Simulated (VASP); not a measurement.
Here is the system:

```
HgTe
1.0
    0.00000     3.23000     3.23000
    3.23000     0.00000     3.23000
    3.23000     3.23000     0.00000
Hg Te
1 1
Direct
  0.00000   0.00000   0.00000
  0.25000   0.25000   0.25000
```

These are PBE GGA, VASP's PBE PAW potentials (set 64) (plane waves; VASP) values and carry that method's errors. Run with 400 eV cut-off, KSPACING 0.8 per Å, Gaussian smearing of 0.050 eV, potentials Hg Te.

Task: Give the stress tensor in GPa (positive for a compressed cell).

Result: 
```
5.21  0.00  0.00
0.00  5.21  0.00
0.00  0.00  5.21
```
The pressure is its mean diagonal, 5.21 GPa.

The compound is HgTe in the zinc blende structure. The cell was not relaxed at this level. The run is one of a series of settings (KGAMMA = .FALSE., KSPACING = 0.8, KPOINTS file removed against the base run), some of them coarse on purpose.
